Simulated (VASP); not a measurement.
```xyz
2
Lattice="4.0730 0.0000 0.0000 0.0000 4.0730 0.0000 0.0000 0.0000 4.0730" Properties=species:S:1:pos:R:3 pbc="T T T"
Cs     0.0000     0.0000     0.0000
Cl     2.0365     2.0365     2.0365
```

All values below come from PBEsol GGA, VASP's PBE PAW potentials (set 64) (plane waves; VASP). Settings: 400 eV cut-off, 6×6×6 Γ-centred mesh, Gaussian smearing of 0.050 eV, potentials Cs_sv Cl.

Unless said otherwise, spin-orbit coupling is left out, though it shifts the bands of the heavy elements here.

**Question.** Estimate the energy per atom (σ→0), band gap (on the k-mesh) with the smallest direct gap where there is one.

**Answer.** 
| Property | Result |
|---|---|
| band gap (on the k-mesh) | 5.21 eV |
| smallest direct gap (on the k-mesh) | 5.21 eV |
| energy per atom (σ→0) | -3.423 eV/atom |

The compound is CsCl in the CsCl type structure. It was relaxed first. The start is the result of an earlier pass.
